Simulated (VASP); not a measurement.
Given:

```xyz
3
Lattice="0.0000 2.9619 2.9471 2.9619 0.0000 2.9471 2.9619 2.9619 0.0000" Properties=species:S:1:pos:R:3 pbc="T T T"
Al     1.4809     1.4809     1.4736
Al     4.4428     4.4428     4.4207
Pt     0.0000     0.0000     0.0000
```

Computed with PBEsol GGA, VASP's PBE PAW potentials (set 64) (plane waves; VASP 6.6.1). Settings: 480 eV cut-off, 8×8×8 Γ-centred mesh, first-order Methfessel-Paxton smearing of 0.10 eV, potentials Al Pt.

Unless said otherwise, spin-orbit coupling is left out, though it shifts the bands of the heavy elements here.

Question: What does the run give for the energy per atom (σ→0), pressure, band gap (on the k-mesh) with the smallest direct gap where there is one?

Answer: 
The band gap (on the k-mesh) comes out as none (metal, semimetal or under 0.01 eV). The energy per atom (σ→0) is -5.916 eV/atom and the pressure comes out as -1.28 GPa.

Total energies compare only between runs with the same potentials, cut-off and functional.

The compound is PtAl2 in the fluorite structure. This cell was strained or had an atom moved on purpose.
